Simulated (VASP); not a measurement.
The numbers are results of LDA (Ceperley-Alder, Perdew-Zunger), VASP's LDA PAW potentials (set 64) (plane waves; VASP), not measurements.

A VASP calculation is set up with these files.

**INCAR**
```
! general
SYSTEM =Ca2As
PREC   =Accurate
ENCUT  =300
LREAL  =.FALSE.   ! projection in real space or not
LASPH  =.TRUE.   ! aspherical one-centre terms

! electronic loop
EDIFF  =1E-6   ! SCF stop (eV)
NELM   =100   ! most electronic steps
ALGO   =Normal
LMAXMIX=4

! smearing
ISMEAR =0   ! Gaussian
SIGMA  =0.136   ! width (eV)

! ions
ISIF   =2

! output
LWAVE  =.FALSE.
LCHARG =.FALSE.
```

POSCAR:
```
Ca2As
1
   -2.2811550000     2.2811550000     7.9037650000
    2.2811550000    -2.2811550000     7.9037650000
    2.2811550000     2.2811550000    -7.9037650000
Ca As
4 2
Direct
  0.0008930000   0.5008510000   0.5037550000
  0.4998550000   0.0081680000   0.5067100000
  0.3178000000   0.3248040000   0.0059660000
  0.6907020000   0.6745710000   0.0032850000
  0.1201370000   0.1306760000  -0.0199960000
  0.8706130000   0.8609310000   0.0002800000
```

KPOINTS:
```
Automatic mesh
0
Gamma
5 5 5
0 0 0
```

POTCAR, in this order: Ca_sv As (LDA.64 set). Program: vasp_std.

Output

**OSZICAR**
```
       N       E                     dE             d eps       ncg     rms          rms(c)
DAV:   1     0.349716811494E+03    0.34972E+03   -0.19159E+04  4044   0.105E+03
DAV:   2     0.475496132763E+01   -0.34496E+03   -0.33735E+03  4040   0.350E+02
DAV:   3    -0.243571338077E+02   -0.29112E+02   -0.28592E+02  6034   0.722E+01
DAV:   4    -0.263720547394E+02   -0.20149E+01   -0.20062E+01  5598   0.174E+01
DAV:   5    -0.264632805805E+02   -0.91226E-01   -0.91205E-01  5632   0.362E+00    0.736E+00
DAV:   6    -0.257597320182E+02    0.70355E+00   -0.17680E+00  4604   0.429E+00    0.416E+00
DAV:   7    -0.256581872292E+02    0.10154E+00   -0.63608E-01  5048   0.325E+00    0.111E+00
DAV:   8    -0.256510008105E+02    0.71864E-02   -0.14547E-01  4406   0.180E+00    0.256E-01
DAV:   9    -0.256490541612E+02    0.19466E-02   -0.21113E-02  5268   0.760E-01    0.127E-01
DAV:  10    -0.256493309814E+02   -0.27682E-03   -0.26351E-03  5186   0.187E-01    0.726E-02
DAV:  11    -0.256493831754E+02   -0.52194E-04   -0.18702E-04  5818   0.695E-02    0.223E-02
DAV:  12    -0.256493736580E+02    0.95174E-05   -0.58824E-05  4950   0.509E-02    0.107E-02
DAV:  13    -0.256493731543E+02    0.50368E-06   -0.77605E-06  4816   0.131E-02
   1 F= -.25649373E+02 E0= -.25638912E+02  d E =-.209230E-01
```

OUTCAR:
```
------------------------ aborting loop because EDIFF is reached ----------------------------------------
  FORCE on cell =-STRESS in cart. coord.  units (eV):
  Direction    XX          YY          ZZ          XY          YZ          ZX
  --------------------------------------------------------------------------------------
  Total       -3.3096649     -3.2885546     -3.3571224     -0.0213356      0.2221065     -0.0375999
  in kB      -32.2322783    -32.0266891    -32.6944591     -0.2077842      2.1630580     -0.3661794
  external PRESSURE =     -32.3178088 kB  Pullay stress =       0.0000000 kB
  volume of cell :      164.51
      direct lattice vectors                 reciprocal lattice vectors
    -2.281155000  2.281155000  7.903765000     0.000000000  0.219187210  0.063260990
     2.281155000 -2.281155000  7.903765000     0.219187210  0.000000000  0.063260990
     2.281155000  2.281155000 -7.903765000     0.219187210  0.219187210  0.000000000
 POSITION                                       TOTAL-FORCE (eV/Angst)
 -----------------------------------------------------------------------------------
      2.28962      0.00866     -0.01589         0.040673     -0.070542      0.027766
      0.03427      2.27750      0.01038        -0.203362      0.008361     -0.016119
      0.02959     -0.00237      5.03184        -0.043629      0.032355      0.182896
     -0.02930      0.04429     10.76483         0.077841     -0.063361     -0.096619
      2.25958      2.21150     -5.76335         0.062255      0.130149     -0.215663
     -0.02145      0.02272     13.68350         0.066223     -0.036962      0.117740
 -----------------------------------------------------------------------------------
    total drift:                               -0.000018     -0.000021     -0.000159
  FREE ENERGIE OF THE ION-ELECTRON SYSTEM (eV)
  ---------------------------------------------------
  free  energy   TOTEN  =       -25.6493731543 eV

  energy  without entropy=      -25.6284501283  energy(sigma->0) =      -25.63891164
```
(Selected blocks of OUTCAR.)

At this cut-off the stress carries a Pulay error, which pulls relaxed volumes low.

The structure comes from a computed database's Ca2As entry (I4/mmm); how it stands against other phases isn't given here. The cell was not relaxed at this level, atoms are displaced from their ideal sites. The k-mesh is coarse (spacing up to 0.39 per Å, 2π included), so the numbers may not be converged in it.
